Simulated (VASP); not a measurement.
TaAl:

```xyz
2
Lattice="2.5554 0.0000 0.0000 0.0000 2.5554 0.0000 0.0000 0.0000 5.3109" Properties=species:S:1:pos:R:3 pbc="T T T"
Ta    1.2777    1.2777    1.1452
Al    1.2777    1.2777    4.1058
```

The cell was built by a generator and needn't be a form met in nature.

- Program: VASP 6.6.1
- Task: relaxation of cell and atoms
- Functional: PBE
- Potentials or basis: VASP PAW PBE potentials, release 64 (Ta_pv, Al)
- Cutoff: 520 eV
- k mesh: 8 × 8 × 4
- Occupations: gaussian, width 0.15 eV
- Spin: no spin polarisation

At the start: pressure 28.2 GPa; volume 17.34 Å³/atom.

Problem. Where does the relaxation end?

Solution. Over 11 steps the energy falls by 512.8 meV/atom and the volume is 20.18 Å³/atom (+16.4 %); space group P4/mmm (No. 123, to 0.05 Å).

The path:
```csv
step,energy change (eV),largest force (eV/Å),pressure (GPa),volume (Å³)
1,0.0000,3.6964,28.15,34.68
2,-0.2702,0.1486,-15.95,52.27
3,-0.8895,0.7129,-4.38,42.75
4,-0.8911,0.7667,-4.08,42.47
5,-0.8911,0.8329,-3.34,42.13
6,-1.0039,0.4453,-0.47,40.59
7,-1.0062,0.5293,-0.78,40.75
8,-1.0228,0.1741,1.08,39.91
9,-1.0246,0.0102,0.72,40.11
10,-1.0249,0.0035,-0.65,40.56
11,-1.0255,0.0026,-0.13,40.36
```

Final structure:
```
CELL_PARAMETERS angstrom
2.75691 0.00000 0.00000
0.00000 2.75691 0.00000
0.00000 0.00000 5.30991
ATOMIC_POSITIONS crystal
Ta 0.50000 0.50000 0.24433
Al 0.50000 0.50000 0.74438
```

Caveat: the volume moved by over 15 % at a fixed basis, so the end points are rough.
